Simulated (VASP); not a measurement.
Here is the system:

```
AlAs
1.0
    0.00000     2.79175     2.79175
    2.79175     0.00000     2.79175
    2.79175     2.79175     0.00000
Al As
1 1
Cartesian
  0.00000   0.00000   0.00000
  1.39588   1.39588   1.39588
```

Computed with G0W0 on PBE orbitals, VASP's PBE PAW potentials (set 64) (plane waves; VASP). Settings: PREC = Normal, 350 eV cut-off, 4×4×4 Γ-centred mesh, Gaussian smearing of 0.010 eV, potentials Al_GW As_GW.

The mesh is coarse and the basis finite, so the quasiparticle values are not converged.

NBANDS = 160, ENCUTGW = 200 eV, NOMEGA = 64. The PBE levels (eV) that the step starts from are:

```
state                          KS energy  filling
-----------------------------  ---------  -------
k1 (0.00, 0.00, 0.00), band 1      -8.30        2
k1 (0.00, 0.00, 0.00), band 2       3.80        2
k1 (0.00, 0.00, 0.00), band 3       3.80        2
k1 (0.00, 0.00, 0.00), band 4       3.80        2
k1 (0.00, 0.00, 0.00), band 5       6.18        0
k1 (0.00, 0.00, 0.00), band 6       8.13        0
k1 (0.00, 0.00, 0.00), band 7       8.13        0
k1 (0.00, 0.00, 0.00), band 8       8.13        0
k4 (0.25, 0.25, 0.00), band 1      -7.48        2
k4 (0.25, 0.25, 0.00), band 2       0.56        2
k4 (0.25, 0.25, 0.00), band 3       2.39        2
k4 (0.25, 0.25, 0.00), band 4       2.39        2
k4 (0.25, 0.25, 0.00), band 5       6.37        0
k4 (0.25, 0.25, 0.00), band 6       7.64        0
k4 (0.25, 0.25, 0.00), band 7      10.79        0
k4 (0.25, 0.25, 0.00), band 8      10.79        0
k5 (0.50, 0.25, 0.00), band 1      -6.53        2
k5 (0.50, 0.25, 0.00), band 2      -1.40        2
k5 (0.50, 0.25, 0.00), band 3       0.94        2
k5 (0.50, 0.25, 0.00), band 4       2.11        2
k5 (0.50, 0.25, 0.00), band 5       6.34        0
k5 (0.50, 0.25, 0.00), band 6       9.06        0
k5 (0.50, 0.25, 0.00), band 7      10.35        0
k5 (0.50, 0.25, 0.00), band 8      10.84        0
```

Problem. Give the quasiparticle energies and renormalisation factors Z.

Solution. 
```tsv
state	QP energy (eV)	Z
k1 (0.00, 0.00, 0.00), band 1	-8.90	0.66
k1 (0.00, 0.00, 0.00), band 2	3.15	0.77
k1 (0.00, 0.00, 0.00), band 3	3.15	0.77
k1 (0.00, 0.00, 0.00), band 4	3.15	0.77
k1 (0.00, 0.00, 0.00), band 5	6.56	0.77
k1 (0.00, 0.00, 0.00), band 6	8.28	0.76
k1 (0.00, 0.00, 0.00), band 7	8.28	0.76
k1 (0.00, 0.00, 0.00), band 8	8.28	0.76
k4 (0.25, 0.25, 0.00), band 1	-8.04	0.70
k4 (0.25, 0.25, 0.00), band 2	-0.08	0.74
k4 (0.25, 0.25, 0.00), band 3	1.69	0.76
k4 (0.25, 0.25, 0.00), band 4	1.69	0.76
k4 (0.25, 0.25, 0.00), band 5	6.42	0.77
k4 (0.25, 0.25, 0.00), band 6	7.76	0.77
k4 (0.25, 0.25, 0.00), band 7	10.96	0.74
k4 (0.25, 0.25, 0.00), band 8	10.96	0.74
k5 (0.50, 0.25, 0.00), band 1	-7.02	0.69
k5 (0.50, 0.25, 0.00), band 2	-2.10	0.71
k5 (0.50, 0.25, 0.00), band 3	0.23	0.74
k5 (0.50, 0.25, 0.00), band 4	1.39	0.76
k5 (0.50, 0.25, 0.00), band 5	6.38	0.78
k5 (0.50, 0.25, 0.00), band 6	9.16	0.76
k5 (0.50, 0.25, 0.00), band 7	10.53	0.75
k5 (0.50, 0.25, 0.00), band 8	10.96	0.74
```
On the mesh the gap opens from 1.33 to 1.96 eV.

The compound is AlAs in the zinc blende structure. This cell is one point of a volume scan, at 0.96 of the reference volume. The k-mesh is coarse (spacing up to 0.49 per Å, 2π included), so the numbers may not be converged in it.
